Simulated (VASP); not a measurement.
# Al2O3 (Corundum): accuracy against cost in the smearing and k-mesh, part 2 of 4

A convergence test on Al2O3 (Corundum): the smearing and k-mesh. The series runs use r2SCAN. The start is a cell from a database of measured crystal structures.

VASP 6.6.1; r2SCAN; plane waves and PAW (Al, O).

So far. Step 4 (Smearing: ISMEAR = 0, SIGMA = 0.1): Against the run before the energy at zero width stays within 0.01 meV an atom and the pressure within 0.01 GPa, after 14 cycles in 44 s. The entropy term T·S comes to 0.00 meV an atom in size.

## 5. Smearing: ISMEAR = 0, SIGMA = 0.2

File INCAR:

```
SYSTEM = Al2O3
PREC = Accurate
ENCUT = 520
EDIFF = 1E-06
NELM = 100
ISMEAR = 0
SIGMA = 0.2
LREAL = .FALSE.
ALGO = Normal
METAGGA = R2SCAN
LASPH = .TRUE.
NBANDS = 34
LORBIT = 11
LWAVE = .FALSE.
LCHARG = .FALSE.
KPAR = 8
ISIF = 2
```

File POSCAR:

```
Al2O3
1.0
    2.3802500000      1.3742379782      4.3318666667
   -2.3802500000      1.3742379782      4.3318666667
    0.0000000000     -2.7484759565      4.3318666667
Al O
4 6
Direct
    0.3521600000      0.3521600000      0.3521600000
    0.1478400000      0.1478400000      0.1478400000
    0.6478400000      0.6478400000      0.6478400000
    0.8521600000      0.8521600000      0.8521600000
    0.5566800000      0.9433200000      0.2500000000
    0.2500000000      0.5566800000      0.9433200000
    0.9433200000      0.2500000000      0.5566800000
    0.4433200000      0.0566800000      0.7500000000
    0.7500000000      0.4433200000      0.0566800000
    0.0566800000      0.7500000000      0.4433200000
```

File KPOINTS:

```
Automatic mesh
0
Gamma
5 5 5
0 0 0
```

PAW data sets: Al and O (PBE family, release 64).

Started as:

```
mpirun -np 8 vasp_std
```

The program printed:

```text
[... set-up lines as in an earlier step ...]
 entering main loop
       N       E                     dE             d eps       ncg     rms          rms(c)
DAV:   1     0.209817495347E+03    0.20982E+03   -0.26176E+04  1292   0.138E+03
DAV:   2    -0.104590774349E+03   -0.31441E+03   -0.30449E+03  1650   0.304E+02
[... 3 cycles as in an earlier step ...]
DAV:   6    -0.958575292356E+02    0.21910E+02   -0.18952E+01  1570   0.222E+01    0.719E+00
DAV:   7    -0.961956987373E+02   -0.33817E+00   -0.22475E+00  1614   0.808E+00    0.402E+00
DAV:   8    -0.962840915291E+02   -0.88393E-01   -0.24268E-01  1428   0.362E+00    0.870E-01
[... 2 cycles as in an earlier step ...]
DAV:  11    -0.962685953743E+02   -0.15682E-04   -0.20360E-04  1574   0.100E-01    0.243E-02
[... 1 cycle as in an earlier step ...]
DAV:  13    -0.962685804670E+02    0.19975E-05   -0.15290E-06  1030   0.785E-03    0.323E-03
DAV:  14    -0.962685812396E+02   -0.77257E-06   -0.94037E-07   808   0.535E-03
   1 F= -.96268581E+02 E0= -.96268581E+02  d E =-.119455E-10
```

Run time: 44 s. Hardware: 8 MPI ranks of Intel Xeon Platinum 8259CL at 2.50GHz (Skylake/Cascade Lake), shared host; peak memory 2.2 GiB; 5.5 min of CPU time.

OUTCAR, selected parts (step 5):

```text
  Total       -0.3429374     -0.3429374     -0.4170069      0.0000000      0.0000000      0.0000000
  in kB       -6.4627092     -6.4627092     -7.8585606      0.0000000      0.0000000      0.0000000
  external PRESSURE =      -6.9279930 kB  Pullay stress =       0.0000000 kB

  FREE ENERGIE OF THE ION-ELECTRON SYSTEM (eV)
  ---------------------------------------------------
  free  energy   TOTEN  =       -96.2685812396 eV

  energy  without entropy=      -96.2685812396  energy(sigma->0) =      -96.26858124

[... 3 parts as in an earlier step ...]

[... 1 further part left out ...]
[key lines of the parts left out:]
E-fermi :   6.6032
```

Against the run before the energy at zero width stays within 0.01 meV an atom and the pressure within 0.01 GPa, after 14 cycles in 44 s. The entropy term T·S comes to 0.00 meV an atom in size.

## 6. Smearing: ISMEAR = 0, SIGMA = 0.5

INCAR, as its differences from that of step 5:

```diff
@@ -6,3 +6,3 @@
 ISMEAR = 0
-SIGMA = 0.2
+SIGMA = 0.5
 LREAL = .FALSE.
```

POSCAR is that of step 5.

KPOINTS is that of step 5.

Started as:

```
mpirun -np 8 vasp_std
```

The program printed:

```text
[... set-up lines as in an earlier step ...]
 entering main loop
       N       E                     dE             d eps       ncg     rms          rms(c)
DAV:   1     0.209774051875E+03    0.20977E+03   -0.26176E+04  1292   0.138E+03
DAV:   2    -0.104590774349E+03   -0.31436E+03   -0.30420E+03  1650   0.305E+02
[... 3 cycles as in an earlier step ...]
DAV:   6    -0.958575292357E+02    0.21910E+02   -0.18952E+01  1570   0.222E+01    0.719E+00
DAV:   7    -0.961956987378E+02   -0.33817E+00   -0.22475E+00  1614   0.808E+00    0.402E+00
DAV:   8    -0.962840915285E+02   -0.88393E-01   -0.24268E-01  1428   0.362E+00    0.870E-01
DAV:   9    -0.962702301776E+02    0.13861E-01   -0.13283E-01  1630   0.199E+00    0.449E-01
DAV:  10    -0.962685796926E+02    0.16505E-02   -0.85119E-03  1498   0.548E-01    0.807E-02
DAV:  11    -0.962685953746E+02   -0.15682E-04   -0.20360E-04  1574   0.100E-01    0.243E-02
DAV:  12    -0.962685824649E+02    0.12910E-04   -0.12203E-05  1574   0.191E-02    0.916E-03
DAV:  13    -0.962685804674E+02    0.19975E-05   -0.15290E-06  1030   0.785E-03    0.323E-03
DAV:  14    -0.962685812401E+02   -0.77264E-06   -0.94037E-07   808   0.535E-03
   1 F= -.96268581E+02 E0= -.96268581E+02  d E =-.141192E-09
```

Elapsed: 46 s, on 8 MPI ranks; peak memory 2.2 GiB; 5.7 min of CPU time.

OUTCAR, selected parts (step 6):

```text
  Total       -0.3429374     -0.3429374     -0.4170069      0.0000000      0.0000000      0.0000000
  in kB       -6.4627083     -6.4627083     -7.8585608      0.0000000      0.0000000      0.0000000
  external PRESSURE =      -6.9279925 kB  Pullay stress =       0.0000000 kB

 POSITION                                       TOTAL-FORCE (eV/Angst)
 -----------------------------------------------------------------------------------
      0.00000     -0.00000      4.57653        -0.000000      0.000000     -0.079724
      0.00000     -0.00000      1.92127        -0.000000     -0.000000      0.079724
      0.00000     -0.00000      8.41907        -0.000000     -0.000000      0.079724
      0.00000     -0.00000     11.07433        -0.000000      0.000000     -0.079724
     -0.92030      1.37424      7.58077        -0.057816     -0.000000      0.000000
     -0.72998     -1.48412      7.58077         0.028908     -0.050070      0.000000
      1.65027      0.10988      7.58077         0.028908      0.050070      0.000000
      0.92030     -1.37424      5.41483         0.057816     -0.000000      0.000000
      0.72998      1.48412      5.41483        -0.028908      0.050070      0.000000
     -1.65027     -0.10988      5.41483        -0.028908     -0.050070      0.000000
 -----------------------------------------------------------------------------------
    total drift:                               -0.000000      0.000000     -0.000000

  FREE ENERGIE OF THE ION-ELECTRON SYSTEM (eV)
  ---------------------------------------------------
  free  energy   TOTEN  =       -96.2685812401 eV

  energy  without entropy=      -96.2685812399  energy(sigma->0) =      -96.26858124

[... 2 parts as in an earlier step ...]

[... 1 further part left out ...]
[key lines of the parts left out:]
E-fermi :   7.8938
```

Against the run before the energy at zero width stays within 0.01 meV an atom and the pressure within 0.01 GPa, after 14 cycles in 46 s. The entropy term T·S comes to 0.00 meV an atom in size.

## 7. Smearing: ISMEAR = 2, SIGMA = 0.01

INCAR, as its differences from that of step 6:

```diff
@@ -5,4 +5,4 @@
 NELM = 100
-ISMEAR = 0
-SIGMA = 0.5
+ISMEAR = 2
+SIGMA = 0.01
 LREAL = .FALSE.
```

POSCAR is that of step 6.

KPOINTS is that of step 6.

Started as:

```
mpirun -np 8 vasp_std
```

The program printed:

```text
[... set-up lines as in an earlier step ...]
 entering main loop
       N       E                     dE             d eps       ncg     rms          rms(c)
DAV:   1     0.209831041559E+03    0.20983E+03   -0.26176E+04  1292   0.138E+03
DAV:   2    -0.104590765539E+03   -0.31442E+03   -0.30432E+03  1650   0.304E+02
[... 11 cycles as in an earlier step ...]
DAV:  14    -0.962685812395E+02   -0.77245E-06   -0.94037E-07   808   0.535E-03
   1 F= -.96268581E+02 E0= -.96268581E+02  d E =-.231883E-25
```

Wall time 47 s (8 MPI ranks); peak memory 2.2 GiB; 5.8 min of CPU time.

Parts of OUTCAR (step 7):

```text
  Total       -0.3429373     -0.3429373     -0.4170069      0.0000000      0.0000000      0.0000000
  in kB       -6.4627077     -6.4627077     -7.8585595      0.0000000      0.0000000      0.0000000
  external PRESSURE =      -6.9279916 kB  Pullay stress =       0.0000000 kB

 POSITION                                       TOTAL-FORCE (eV/Angst)
 -----------------------------------------------------------------------------------
      0.00000     -0.00000      4.57653         0.000000      0.000000     -0.079724
      0.00000     -0.00000      1.92127         0.000000     -0.000000      0.079724
      0.00000     -0.00000      8.41907         0.000000     -0.000000      0.079724
      0.00000     -0.00000     11.07433         0.000000      0.000000     -0.079724
     -0.92030      1.37424      7.58077        -0.057816      0.000000      0.000000
     -0.72998     -1.48412      7.58077         0.028908     -0.050070      0.000000
      1.65027      0.10988      7.58077         0.028908      0.050070      0.000000
      0.92030     -1.37424      5.41483         0.057816      0.000000      0.000000
      0.72998      1.48412      5.41483        -0.028908      0.050070      0.000000
     -1.65027     -0.10988      5.41483        -0.028908     -0.050070      0.000000
 -----------------------------------------------------------------------------------
    total drift:                               -0.000000      0.000000     -0.000000

[... 4 parts as in an earlier step ...]

[... 1 further part left out ...]
[key lines of the parts left out:]
E-fermi :   5.8182
```

Methfessel-Paxton smearing is not meant for a cell with a gap.

Against the first of the series the energy at zero width stays within 0.01 meV an atom and the pressure within 0.01 GPa, after 14 cycles in 47 s. The entropy term T·S comes to 0.00 meV an atom in size.

## 8. Smearing: ISMEAR = 2, SIGMA = 0.05

INCAR, as its differences from that of step 7:

```diff
@@ -6,3 +6,3 @@
 ISMEAR = 2
-SIGMA = 0.01
+SIGMA = 0.05
 LREAL = .FALSE.
```

POSCAR is that of step 7.

KPOINTS is that of step 7.

Started as:

```
mpirun -np 8 vasp_std
```

The program printed:

```text
[... set-up lines as in an earlier step ...]
 entering main loop
       N       E                     dE             d eps       ncg     rms          rms(c)
DAV:   1     0.209830328170E+03    0.20983E+03   -0.26176E+04  1292   0.138E+03
DAV:   2    -0.104590774349E+03   -0.31442E+03   -0.30427E+03  1650   0.304E+02
DAV:   3    -0.117664916347E+03   -0.13074E+02   -0.13029E+02  1656   0.636E+01
DAV:   4    -0.117766579106E+03   -0.10166E+00   -0.10160E+00  1600   0.643E+00
[... 2 cycles as in an earlier step ...]
DAV:   7    -0.961956911562E+02   -0.33816E+00   -0.22475E+00  1614   0.808E+00    0.402E+00
DAV:   8    -0.962840918395E+02   -0.88401E-01   -0.24269E-01  1428   0.362E+00    0.870E-01
DAV:   9    -0.962702198619E+02    0.13872E-01   -0.13284E-01  1630   0.199E+00    0.449E-01
DAV:  10    -0.962685691459E+02    0.16507E-02   -0.85086E-03  1498   0.548E-01    0.808E-02
DAV:  11    -0.962685847586E+02   -0.15613E-04   -0.20393E-04  1574   0.100E-01    0.243E-02
DAV:  12    -0.962685718289E+02    0.12930E-04   -0.12270E-05  1574   0.192E-02    0.915E-03
DAV:  13    -0.962685698369E+02    0.19920E-05   -0.15234E-06  1030   0.784E-03    0.323E-03
DAV:  14    -0.962685706103E+02   -0.77345E-06   -0.94251E-07   808   0.536E-03
   1 F= -.96268571E+02 E0= -.96268562E+02  d E =-.334130E-04
```

Wall time 47 s (8 MPI ranks); peak memory 2.3 GiB.

Parts of OUTCAR (step 8):

```text
  Total       -0.3442984     -0.3442984     -0.4138145     -0.0000000      0.0000000      0.0000000
  in kB       -6.4883568     -6.4883568     -7.7983991     -0.0000000      0.0000000      0.0000000
  external PRESSURE =      -6.9250376 kB  Pullay stress =       0.0000000 kB

 POSITION                                       TOTAL-FORCE (eV/Angst)
 -----------------------------------------------------------------------------------
      0.00000     -0.00000      4.57653         0.000000      0.000000     -0.079768
      0.00000     -0.00000      1.92127         0.000000     -0.000000      0.079768
      0.00000     -0.00000      8.41907         0.000000     -0.000000      0.079768
      0.00000     -0.00000     11.07433         0.000000      0.000000     -0.079768
     -0.92030      1.37424      7.58077        -0.058056     -0.000000      0.000000
     -0.72998     -1.48412      7.58077         0.029028     -0.050278      0.000000
      1.65027      0.10988      7.58077         0.029028      0.050278      0.000000
      0.92030     -1.37424      5.41483         0.058056     -0.000000      0.000000
      0.72998      1.48412      5.41483        -0.029028      0.050278      0.000000
     -1.65027     -0.10988      5.41483        -0.029028     -0.050278      0.000000
 -----------------------------------------------------------------------------------
    total drift:                               -0.000000      0.000000     -0.000000

  FREE ENERGIE OF THE ION-ELECTRON SYSTEM (eV)
  ---------------------------------------------------
  free  energy   TOTEN  =       -96.2685706103 eV

  energy  without entropy=      -96.2685371974  energy(sigma->0) =      -96.26856226

[... 2 parts as in an earlier step ...]

[... 1 further part left out ...]
[key lines of the parts left out:]
E-fermi :   5.7810
```

Against the run before the energy at zero width stays within 0.01 meV an atom and the pressure within 0.01 GPa, after 14 cycles in 47 s. The entropy term T·S comes to 0.00 meV an atom in size.

## 9. Smearing: ISMEAR = 2, SIGMA = 0.1

INCAR, as its differences from that of step 8:

```diff
@@ -6,3 +6,3 @@
 ISMEAR = 2
-SIGMA = 0.05
+SIGMA = 0.1
 LREAL = .FALSE.
```

POSCAR is that of step 8.

KPOINTS is that of step 8.

Started as:

```
mpirun -np 8 vasp_std
```

The program printed:

```text
[... set-up lines as in an earlier step ...]
 entering main loop
       N       E                     dE             d eps       ncg     rms          rms(c)
DAV:   1     0.209829719828E+03    0.20983E+03   -0.26176E+04  1292   0.138E+03
DAV:   2    -0.104590686251E+03   -0.31442E+03   -0.30436E+03  1650   0.304E+02
DAV:   3    -0.117664355295E+03   -0.13074E+02   -0.13029E+02  1656   0.636E+01
DAV:   4    -0.117766027787E+03   -0.10167E+00   -0.10161E+00  1600   0.643E+00
[...]
DAV:  12    -0.962681516526E+02    0.12858E-04   -0.12084E-05  1574   0.190E-02    0.916E-03
DAV:  13    -0.962681496430E+02    0.20096E-05   -0.15371E-06  1030   0.786E-03    0.322E-03
DAV:  14    -0.962681504126E+02   -0.76959E-06   -0.93491E-07   808   0.534E-03
   1 F= -.96268150E+02 E0= -.96268548E+02  d E =0.159046E-02
```

Wall time 47 s (8 MPI ranks); peak memory 2.2 GiB; 5.7 min of CPU time.

From OUTCAR (step 9):

```text
  Total       -0.3049099     -0.3049099     -0.5069774      0.0000000      0.0000000     -0.0000000
  in kB       -5.7460739     -5.7460739     -9.5540673      0.0000000      0.0000000     -0.0000000
  external PRESSURE =      -7.0154051 kB  Pullay stress =       0.0000000 kB

 POSITION                                       TOTAL-FORCE (eV/Angst)
 -----------------------------------------------------------------------------------
      0.00000     -0.00000      4.57653        -0.000000      0.000000     -0.078011
      0.00000     -0.00000      1.92127        -0.000000     -0.000000      0.078011
      0.00000     -0.00000      8.41907        -0.000000     -0.000000      0.078011
      0.00000     -0.00000     11.07433        -0.000000      0.000000     -0.078011
     -0.92030      1.37424      7.58077        -0.050414      0.000000     -0.000000
     -0.72998     -1.48412      7.58077         0.025207     -0.043659     -0.000000
      1.65027      0.10988      7.58077         0.025207      0.043659     -0.000000
      0.92030     -1.37424      5.41483         0.050414      0.000000     -0.000000
      0.72998      1.48412      5.41483        -0.025207      0.043659     -0.000000
     -1.65027     -0.10988      5.41483        -0.025207     -0.043659     -0.000000
 -----------------------------------------------------------------------------------
    total drift:                               -0.000000      0.000000     -0.000000

  FREE ENERGIE OF THE ION-ELECTRON SYSTEM (eV)
  ---------------------------------------------------
  free  energy   TOTEN  =       -96.2681504126 eV

  energy  without entropy=      -96.2697408771  energy(sigma->0) =      -96.26854803

[... 2 parts as in an earlier step ...]

[... 1 further part left out ...]
[key lines of the parts left out:]
E-fermi :   5.7249
```

Against the run before the energy at zero width stays within 0.01 meV an atom; the pressure moves by -0.01 GPa, after 14 cycles in 47 s. The entropy term T·S comes to 0.16 meV an atom in size.

## 10. Smearing: ISMEAR = 2, SIGMA = 0.2

INCAR, as its differences from that of step 9:

```diff
@@ -6,3 +6,3 @@
 ISMEAR = 2
-SIGMA = 0.1
+SIGMA = 0.2
 LREAL = .FALSE.
```

POSCAR is that of step 9.

KPOINTS is that of step 9.

Started as:

```
mpirun -np 8 vasp_std
```

The program printed:

```text
[... set-up lines as in an earlier step ...]
 entering main loop
       N       E                     dE             d eps       ncg     rms          rms(c)
DAV:   1     0.209827416511E+03    0.20983E+03   -0.26176E+04  1292   0.138E+03
DAV:   2    -0.104590600704E+03   -0.31442E+03   -0.30444E+03  1650   0.304E+02
DAV:   3    -0.117660642667E+03   -0.13070E+02   -0.13029E+02  1656   0.636E+01
DAV:   4    -0.117762318314E+03   -0.10168E+00   -0.10161E+00  1600   0.643E+00
[...]
DAV:  12    -0.962672272043E+02    0.12868E-04   -0.12203E-05  1574   0.191E-02    0.911E-03
DAV:  13    -0.962672252218E+02    0.19825E-05   -0.14923E-06  1030   0.778E-03    0.323E-03
DAV:  14    -0.962672259995E+02   -0.77770E-06   -0.94025E-07   808   0.535E-03
   1 F= -.96267226E+02 E0= -.96268069E+02  d E =0.337208E-02
```

Wall time 47 s (8 MPI ranks); peak memory 2.2 GiB; 5.7 min of CPU time.

Parts of OUTCAR (step 10):

```text
  Total       -0.3367115     -0.3367115     -0.4434246      0.0000000      0.0000000     -0.0000000
  in kB       -6.3453812     -6.3453812     -8.3564058      0.0000000      0.0000000     -0.0000000
  external PRESSURE =      -7.0157227 kB  Pullay stress =       0.0000000 kB

 POSITION                                       TOTAL-FORCE (eV/Angst)
 -----------------------------------------------------------------------------------
      0.00000     -0.00000      4.57653         0.000000      0.000000     -0.079439
      0.00000     -0.00000      1.92127         0.000000     -0.000000      0.079439
      0.00000     -0.00000      8.41907         0.000000     -0.000000      0.079439
      0.00000     -0.00000     11.07433         0.000000      0.000000     -0.079439
     -0.92030      1.37424      7.58077        -0.055637      0.000000      0.000000
     -0.72998     -1.48412      7.58077         0.027819     -0.048183      0.000000
      1.65027      0.10988      7.58077         0.027819      0.048183      0.000000
      0.92030     -1.37424      5.41483         0.055637     -0.000000      0.000000
      0.72998      1.48412      5.41483        -0.027819      0.048183      0.000000
     -1.65027     -0.10988      5.41483        -0.027819     -0.048183      0.000000
 -----------------------------------------------------------------------------------
    total drift:                               -0.000000      0.000000     -0.000000

  FREE ENERGIE OF THE ION-ELECTRON SYSTEM (eV)
  ---------------------------------------------------
  free  energy   TOTEN  =       -96.2672259995 eV

  energy  without entropy=      -96.2705980762  energy(sigma->0) =      -96.26806902

[... 2 parts as in an earlier step ...]

[... 1 further part left out ...]
[key lines of the parts left out:]
E-fermi :   5.7620
```

Against the run before the energy at zero width moves by +0.05 meV an atom while the pressure stays within 0.01 GPa, after 14 cycles in 47 s. The entropy term T·S comes to 0.34 meV an atom in size.

(Part 2 of 4 ends here.)

[Lines on the potential files, build, host, timing and source positions are cut from VASP's logs without a mark.]

[Logs are printed without paths, hosts, clocks, repeated set-up lines and the standing remarks that a program may print on its own settings, such as how far it seeks lower states.]

[Hosts, paths, dates, database ids (printed as entryN), source tags and the programs' standing remarks are cut or masked in the printed files.]

[A measured line is paired with the nearest computed mode of its activity, which favours agreement.]
